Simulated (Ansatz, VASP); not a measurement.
# Si2Mo: VASP beside Ansatz

One calculation is typed for both programs; each brings its own data sets. How far apart do they land? The cell is taken from a series of runs on this material, whose earlier steps may have relaxed, scaled, displaced or heated it; both programs get it as it stands.

Method: plane waves, with VASP 6.6.1 beside it; zone-centre phonons at PBEsol, in Ansatz 0.2.0.

## Step 1: Set-up

The structure is tetragonal, space group I4/mmm (No. 139). The conventional cell has a = 3.214 Å, b = 3.214 Å, c = 7.508 Å, α = 90.00°, β = 90.00°, γ = 90.00°. Si has 5 Si at 2.48 to 2.60 Å and 5 Mo at 2.51 to 2.59 Å nearest. Mo has 10 Si at 2.51 to 2.59 Å nearest. Farther neighbours are not listed.

Coordinates:

```xyz
3
Lattice="-1.6071 1.6071 3.7539 1.6071 -1.6071 3.7539 1.6071 1.6071 -3.7539" Properties=species:S:1:pos:R:3 pbc="T T T"
Si    0.0000    0.0000    2.5122
Si    0.0000    0.0000    4.9955
Mo    0.0000    0.0000    0.0000
```

## Step 2: VASP: zone-centre phonons, PBEsol

Second derivatives magnify differences that forces hide, and they need a tight electronic threshold.

Lines of VASP's logs that name or quote its potential files are left out, and so is its time.

Input file INCAR:

```
SYSTEM = Si2Mo
PREC = Accurate
ENCUT = 500
EDIFF = 1E-08
NELM = 120
ISMEAR = 1
SIGMA = 0.2
LREAL = .FALSE.
ALGO = Normal
GGA = PS
NBANDS = 17
LASPH = .TRUE.
LORBIT = 11
LWAVE = .FALSE.
LCHARG = .FALSE.
ISIF = 2
IBRION = 8
GGA_COMPAT = .FALSE.
KPAR = 2
```

Input file POSCAR:

```
Si2Mo
1.0
   -1.6071059246      1.6071059246      3.7538732194
    1.6071059246     -1.6071059246      3.7538732194
    1.6071059246      1.6071059246     -3.7538732194
Si Mo
2 1
Direct
    0.3346200016      0.3346200016      0.0000000000
    0.6653799984      0.6653799984      0.0000000000
    0.0000000000      0.0000000000      0.0000000000
```

Input file KPOINTS:

```
Automatic mesh
0
Gamma
20 20 20
0 0 0
```

PAW data sets: Si and Mo_sv (PBE family, release 64).

The run is started by

```sh
$ mpirun -np 2 vasp_std
```

Numbers of over 12 decimals in the logs are rounded to 6 here.

The program printed:

```text
[banner, memory and clock lines left out]
running    2 mpi-ranks, on    1 nodes
 distrk:  each k-point on    1 cores,    2 groups
 distr:  one band on    1 cores,    1 groups

 POSCAR found type information on POSCAR SiMo
 POSCAR found :  2 types and       3 ions
|                                                                             |
|               ----> ADVICE to this user running VASP <----                  |
|                                                                             |
|     You enforced a specific xc type in the INCAR file but a different       |
|     [... a line on the potential file left out ...]
|     I HOPE YOU KNOW WHAT YOU ARE DOING!                                     |
|                                                                             |

 LDA part: xc-table for (Slater+PW92), standard interpolation
 POSCAR, INCAR and KPOINTS ok, starting setup
 FFT: planning ... GRIDC
 FFT: planning ... GRID_SOFT
 FFT: planning ... GRID
 WAVECAR not read
 entering main loop
       N       E                     dE             d eps       ncg     rms          rms(c)
DAV:   1     0.115797823315E+03    0.11580E+03   -0.11155E+04 21834   0.120E+03
DAV:   2    -0.232112020421E+02   -0.13901E+03   -0.13659E+03 27036   0.306E+02
DAV:   3    -0.259203057967E+02   -0.27091E+01   -0.26859E+01 27018   0.387E+01
DAV:   4    -0.259340120562E+02   -0.13706E-01   -0.13697E-01 26969   0.308E+00
DAV:   5    -0.259341029990E+02   -0.90943E-04   -0.90934E-04 27025   0.250E-01    0.247E+01
DAV:   6    -0.251160811000E+02    0.81802E+00   -0.58539E+00 23562   0.165E+01    0.561E+00
DAV:   7    -0.250041639815E+02    0.11192E+00   -0.69262E-01 23014   0.540E+00    0.500E+00
DAV:   8    -0.249674446904E+02    0.36719E-01   -0.90489E-02 23952   0.233E+00    0.389E-01
DAV:   9    -0.249668811614E+02    0.56353E-03   -0.14698E-03 27849   0.328E-01    0.235E-01
DAV:  10    -0.249667886206E+02    0.92541E-04   -0.38304E-04 24323   0.183E-01    0.548E-02
DAV:  11    -0.249667765056E+02    0.12115E-04   -0.12875E-04 24004   0.919E-02    0.356E-02
DAV:  12    -0.249667743362E+02    0.21694E-05   -0.16272E-05 23488   0.291E-02    0.458E-03
DAV:  13    -0.249667740699E+02    0.26630E-06   -0.38079E-07 24992   0.541E-03    0.189E-03
DAV:  14    -0.249667740120E+02    0.57930E-07   -0.82971E-09 18810   0.810E-04    0.472E-04
DAV:  15    -0.249667739966E+02    0.15430E-07   -0.17237E-09 11937   0.383E-04    0.345E-04
DAV:  16    -0.249667739941E+02    0.24465E-08   -0.56750E-10 11632   0.216E-04
   1 F= -.24966774E+02 E0= -.24967015E+02  d E =0.723192E-03
 Linear response reoptimize wavefunctions to high precision
DAV:   1    -0.249667739943E+02   -0.20646E-09   -0.62904E-11 12030   0.656E-05
DAV:   2    -0.249667739943E+02    0.20009E-10   -0.71714E-12 11537   0.215E-05
 Linear response DOF=           4
 Linear response progress:
  Degree of freedom:   1/  4
       N       E                     dE             d eps       ncg     rms          rms(c)
RMM:   1    -0.211214341969E-01   -0.21121E-01   -0.14226E-02178687   0.908E-01
RMM:   2    -0.166353818305E-01    0.44861E-02   -0.13406E-03114807   0.231E-01    0.971E-02
RMM:   3    -0.167137702568E-01   -0.78388E-04   -0.17778E-04114642   0.666E-02    0.519E-02
RMM:   4    -0.168770969163E-01   -0.16333E-03   -0.10909E-04118838   0.498E-02    0.108E-02
RMM:   5    -0.168632602750E-01    0.13837E-04   -0.50988E-07120435   0.129E-02    0.185E-03
RMM:   6    -0.168674478056E-01   -0.41875E-05   -0.41935E-07120702   0.275E-03    0.625E-04
RMM:   7    -0.168652382014E-01    0.22096E-05    0.74526E-08128398   0.866E-04    0.158E-04
RMM:   8    -0.168658072747E-01   -0.56907E-06   -0.17492E-08127623   0.202E-04    0.420E-05
RMM:   9    -0.168658316763E-01   -0.24402E-07    0.85444E-09125399   0.660E-05    0.157E-05
RMM:  10    -0.168658596168E-01   -0.27940E-07    0.40669E-09132282   0.271E-05    0.525E-06
RMM:  11    -0.168658758446E-01   -0.16228E-07    0.25912E-09127322   0.205E-05    0.113E-06
RMM:  12    -0.168658752988E-01    0.54582E-09    0.21339E-09118148   0.146E-05    0.276E-07
 first order change of Fermi-energy   0.20459E-04
 force on displaced ion       1 direction 1 :  -8.471  -0.000  -0.000
 Linear response progress:
  Degree of freedom:   2/  4
       N       E                     dE             d eps       ncg     rms          rms(c)
RMM:   1    -0.297836591067E-01   -0.29784E-01   -0.68622E-03 53698   0.116E+00
RMM:   2    -0.222323298083E-01    0.75513E-02   -0.22548E-03 36492   0.294E-01    0.149E-01
RMM:   3    -0.222450890916E-01   -0.12759E-04   -0.47917E-04 34081   0.104E-01    0.908E-02
RMM:   4    -0.223509688273E-01   -0.10588E-03   -0.10415E-04 35554   0.585E-02    0.279E-02
RMM:   5    -0.223798029856E-01   -0.28834E-04   -0.16546E-05 35384   0.196E-02    0.138E-02
RMM:   6    -0.223802593883E-01   -0.45640E-06   -0.19709E-06 38109   0.923E-03    0.250E-03
RMM:   7    -0.223822508933E-01   -0.19915E-05   -0.76703E-08 36019   0.235E-03    0.729E-04
RMM:   8    -0.223804201860E-01    0.18307E-05   -0.27273E-07 37281   0.835E-04    0.316E-04
RMM:   9    -0.223810556519E-01   -0.63547E-06    0.24590E-08 37608   0.242E-04    0.405E-05
RMM:  10    -0.223811453720E-01   -0.89720E-07   -0.15774E-08 39155   0.921E-05    0.221E-05
RMM:  11    -0.223811408174E-01    0.45546E-08   -0.14307E-08 39099   0.323E-05    0.264E-06
 first order change of Fermi-energy  -0.49753E+00
 force on displaced ion       1 direction 3 :   0.000   0.000 -17.379
 Linear response progress:
  Degree of freedom:   3/  4
       N       E                     dE             d eps       ncg     rms          rms(c)
RMM:   1    -0.785014131173E+00   -0.78501E+00    0.41692E+00 42880   0.219E+01
RMM:   2    -0.585906740668E+00    0.19911E+00   -0.28345E-01 60634   0.369E+00    0.159E-01
RMM:   3    -0.585524556478E+00    0.38218E-03   -0.45144E-03 77943   0.480E-01    0.887E-02
RMM:   4    -0.584634039256E+00    0.89052E-03   -0.39701E-04 82882   0.146E-01    0.233E-02
RMM:   5    -0.584515941837E+00    0.11810E-03   -0.41477E-05 91500   0.392E-02    0.940E-03
RMM:   6    -0.584518316165E+00   -0.23743E-05   -0.54831E-06 82070   0.131E-02    0.110E-03
RMM:   7    -0.584519830728E+00   -0.15146E-05   -0.92778E-07 92137   0.444E-03    0.510E-04
RMM:   8    -0.584523894868E+00   -0.40641E-05   -0.18098E-07 85888   0.150E-03    0.237E-04
RMM:   9    -0.584528058630E+00   -0.41638E-05   -0.61407E-08 84979   0.795E-04    0.254E-05
RMM:  10    -0.584527861769E+00    0.19686E-06   -0.23583E-08 91448   0.358E-04    0.178E-05
RMM:  11    -0.584528186274E+00   -0.32450E-06   -0.35431E-08 86381   0.218E-04    0.599E-06
RMM:  12    -0.584528257136E+00   -0.70862E-07   -0.12673E-08 94295   0.132E-04    0.172E-06
RMM:  13    -0.584528270648E+00   -0.13512E-07   -0.20155E-08 90010   0.948E-05    0.136E-06
RMM:  14    -0.584528285498E+00   -0.14850E-07   -0.14473E-08 85064   0.776E-05    0.121E-06
RMM:  15    -0.584528379868E+00   -0.94370E-07   -0.16770E-08 83448   0.748E-05    0.212E-06
RMM:  16    -0.584528330364E+00    0.49504E-07   -0.13252E-08 78923   0.672E-05    0.180E-07
RMM:  17    -0.584528332758E+00   -0.23937E-08   -0.17197E-08 60319   0.622E-05    0.111E-07
 first order change of Fermi-energy  -0.10848E-02
 force on displaced ion       3 direction 1 : -10.253   0.000   0.000
 Linear response progress:
  Degree of freedom:   4/  4
       N       E                     dE             d eps       ncg     rms          rms(c)
RMM:   1    -0.812426019617E+00   -0.81243E+00    0.49208E+00 23233   0.227E+01
RMM:   2    -0.617041915523E+00    0.19538E+00   -0.29397E-01 33205   0.375E+00    0.185E-01
RMM:   3    -0.615934539239E+00    0.11074E-02   -0.47723E-03 41918   0.514E-01    0.947E-02
RMM:   4    -0.614580498446E+00    0.13540E-02   -0.63435E-04 43306   0.184E-01    0.260E-02
RMM:   5    -0.614401098917E+00    0.17940E-03   -0.64946E-05 49621   0.486E-02    0.142E-02
RMM:   6    -0.614302623997E+00    0.98475E-04   -0.78247E-06 48768   0.153E-02    0.358E-03
RMM:   7    -0.614306659006E+00   -0.40350E-05   -0.15059E-06 45823   0.621E-03    0.542E-04
RMM:   8    -0.614310357865E+00   -0.36989E-05   -0.86188E-08 49931   0.196E-03    0.339E-04
RMM:   9    -0.614313121979E+00   -0.27641E-05   -0.62360E-08 47404   0.822E-04    0.170E-04
RMM:  10    -0.614315225205E+00   -0.21032E-05    0.13167E-09 46311   0.468E-04    0.210E-05
RMM:  11    -0.614314846053E+00    0.37915E-06    0.87109E-09 47113   0.239E-04    0.992E-06
RMM:  12    -0.614314782491E+00    0.63561E-07   -0.19641E-08 50844   0.144E-04    0.514E-06
RMM:  13    -0.614314848155E+00   -0.65664E-07   -0.51669E-09 48144   0.105E-04    0.267E-06
RMM:  14    -0.614314913920E+00   -0.65765E-07   -0.11635E-08 48216   0.857E-05    0.775E-07
RMM:  15    -0.614314946194E+00   -0.32274E-07   -0.47222E-09 49561   0.753E-05    0.646E-07
RMM:  16    -0.614314934139E+00    0.12055E-07   -0.13049E-08 40101   0.685E-05    0.116E-07
RMM:  17    -0.614314933686E+00    0.45258E-09   -0.43546E-09 31116   0.654E-05    0.149E-07
 first order change of Fermi-energy   0.50958E-03
 force on displaced ion       3 direction 3 :   0.000   0.000 -17.968
 Linear response finished
```

Parts of OUTCAR (step 2):

```text
ion  position               nearest neighbor table
   1  0.335  0.335  0.000-   2 2.48   3 2.51   3 2.59   3 2.59   3 2.59   3 2.59   2 2.60   2 2.60
                             2 2.60   2 2.60
   2  0.665  0.665  0.000-   1 2.48   3 2.51   3 2.59   3 2.59   3 2.59   3 2.59   1 2.60   1 2.60
                             1 2.60   1 2.60
   3  0.000  0.000  0.000-   1 2.51   2 2.51   1 2.59   2 2.59   2 2.59   2 2.59   1 2.59   1 2.59
                             2 2.59   1 2.59

  LATTYP: Found a body centered tetragonal cell.
 ALAT       =     3.2142118492
 C/A-ratio  =     2.3357970137

 Subroutine GETGRP returns: Found 16 space group operations
 (whereof 16 operations were pure point group operations)

The static configuration has the point symmetry D_4h.

 Found    641 irreducible k-points:

   k-points           NKPTS =    641   k-points in BZ     NKDIM =    641   number of bands    NBANDS=     17

   dimension x,y,z NGX =    32 NGY =   32 NGZ =   32
   dimension x,y,z NGXF=    64 NGYF=   64 NGZF=   64

   ENCUT  =  500.0 eV  36.75 Ry    6.06 a.u.   8.00  8.00  8.00*2*pi/ulx,y,z

   NELECT =      22.0000    total number of electrons

 k-points in reciprocal lattice and weights: Automatic mesh
   0.00000000  0.00000000  0.00000000       0.000
   0.05000000  0.00000000 -0.00000000       0.001
   0.10000000  0.00000000  0.00000000       0.001
   0.15000000  0.00000000  0.00000000       0.001
   0.20000000  0.00000000  0.00000000       0.001
   0.25000000  0.00000000  0.00000000       0.001
   0.30000000  0.00000000  0.00000000       0.001
   0.35000000  0.00000000  0.00000000       0.001
   0.40000000  0.00000000  0.00000000       0.001
[...]
-0.45000000 -0.45000000  0.45000000       0.000
   0.50000000  0.50000000  0.50000000       0.000

 average (electrostatic) potential at core
       1 -76.6250       2 -76.6250       3 -68.3529

  Total        0.0899347      0.0899347      5.6918395      0.0000000      0.0000000     -0.0000000
  in kB        3.7154303      3.7154303    235.1443964      0.0000000      0.0000000     -0.0000000
  external PRESSURE =      80.8584190 kB  Pullay stress =       0.0000000 kB

  energy-cutoff  :      500.00
  volume of cell :       38.78
      direct lattice vectors                 reciprocal lattice vectors
    -1.607105925  1.607105925  3.753873219     0.000000000  0.311118261  0.133195761
     1.607105925 -1.607105925  3.753873219     0.311118261  0.000000000  0.133195761
     1.607105925  1.607105925 -3.753873219     0.311118261  0.311118261  0.000000000

 POSITION                                       TOTAL-FORCE (eV/Angst)
 -----------------------------------------------------------------------------------
      0.00000      0.00000      2.51224        -0.000000     -0.000000     -0.001917
      0.00000      0.00000      4.99550         0.000000      0.000000      0.001917
      0.00000      0.00000      0.00000        -0.000000     -0.000000      0.000000
 -----------------------------------------------------------------------------------
    total drift:                               -0.000000      0.000000      0.000000

 Eigenvectors and eigenvalues of the dynamical matrix
 ----------------------------------------------------

   1 f  =   14.976709 THz    94.101439 2PiTHz  499.569244 cm-1    61.938664 meV
             X         Y         Z           dx          dy          dz
      0.000000  0.000000  2.512242    -0.000000    0.000000    0.707107
      0.000000  0.000000  4.995504    -0.000000    0.000000   -0.707107
      0.000000  0.000000  0.000000     0.000000   -0.000000    0.000000

   2 f  =   11.132760 THz    69.949191 2PiTHz  371.348885 cm-1    46.041373 meV
             X         Y         Z           dx          dy          dz
      0.000000  0.000000  2.512242     0.000000    0.000000   -0.561552
      0.000000  0.000000  4.995504     0.000000    0.000000   -0.561552
      0.000000  0.000000  0.000000     0.000000    0.000000    0.607717

   3 f  =   10.142349 THz    63.726255 2PiTHz  338.312330 cm-1    41.945364 meV
             X         Y         Z           dx          dy          dz
      0.000000  0.000000  2.512242     0.000000   -0.707107   -0.000000
      0.000000  0.000000  4.995504    -0.000000    0.707107    0.000000
      0.000000  0.000000  0.000000     0.000000    0.000000    0.000000

   4 f  =   10.142349 THz    63.726255 2PiTHz  338.312330 cm-1    41.945364 meV
             X         Y         Z           dx          dy          dz
      0.000000  0.000000  2.512242    -0.707107   -0.000000   -0.000000
      0.000000  0.000000  4.995504     0.707107    0.000000    0.000000
      0.000000  0.000000  0.000000     0.000000    0.000000    0.000000

   5 f  =    8.407297 THz    52.824603 2PiTHz  280.437231 cm-1    34.769770 meV
             X         Y         Z           dx          dy          dz
      0.000000  0.000000  2.512242    -0.000000   -0.561458   -0.000000
      0.000000  0.000000  4.995504     0.000000   -0.561458    0.000000
      0.000000  0.000000  0.000000     0.000000    0.607890    0.000000

   6 f  =    8.407297 THz    52.824603 2PiTHz  280.437231 cm-1    34.769770 meV
             X         Y         Z           dx          dy          dz
      0.000000  0.000000  2.512242    -0.561458   -0.000000   -0.000000
      0.000000  0.000000  4.995504    -0.561458   -0.000000    0.000000
      0.000000  0.000000  0.000000     0.607890   -0.000000    0.000000

   7 f/i=    0.000549 THz     0.003448 2PiTHz    0.018304 cm-1     0.002269 meV
             X         Y         Z           dx          dy          dz
      0.000000  0.000000  2.512242     0.000000    0.000000   -0.429721
      0.000000  0.000000  4.995504     0.000000    0.000000   -0.429721
      0.000000  0.000000  0.000000     0.000000    0.000000   -0.794154

   8 f/i=    0.002246 THz     0.014109 2PiTHz    0.074902 cm-1     0.009287 meV
             X         Y         Z           dx          dy          dz
      0.000000  0.000000  2.512242    -0.062560   -0.425266    0.000000
      0.000000  0.000000  4.995504    -0.062560   -0.425266    0.000000
      0.000000  0.000000  0.000000    -0.115563   -0.785567    0.000000

   9 f/i=    0.002246 THz     0.014109 2PiTHz    0.074902 cm-1     0.009287 meV
             X         Y         Z           dx          dy          dz
      0.000000  0.000000  2.512242     0.425266   -0.062560    0.000000
      0.000000  0.000000  4.995504     0.425266   -0.062560   -0.000000
      0.000000  0.000000  0.000000     0.785567   -0.115563    0.000000

 ELASTIC MODULI CONTR FROM IONIC RELAXATION (kBar)
 Direction    XX          YY          ZZ          XY          YZ          ZX
 --------------------------------------------------------------------------------
 XX         -10.1981    -10.1981     -8.2490      0.0000      0.0000     -0.0000
 YY         -10.1981    -10.1981     -8.2490      0.0000      0.0000     -0.0000
 ZZ          -8.2490     -8.2490     -6.6724      0.0000      0.0000     -0.0000
 XY           0.0000      0.0000      0.0000      0.0000      0.0000      0.0000
 YZ           0.0000      0.0000      0.0000      0.0000    -35.6396     -0.0000
 ZX          -0.0000     -0.0000     -0.0000      0.0000     -0.0000    -14.0719
 --------------------------------------------------------------------------------
```

The PAW data sets were made with PBE, which is usual practice but a small mismatch for other functionals.

(Continued in part 2 of 2.)

[Lines on the potential files, build, host, timing and source positions are cut from VASP's logs without a mark.]

[Logs are printed without paths, hosts, clocks, repeated set-up lines and the standing remarks that a program may print on its own settings, such as how far it seeks lower states.]

[Hosts, paths, dates, database ids (printed as entryN), source tags and the programs' standing remarks are cut or masked in the printed files.]
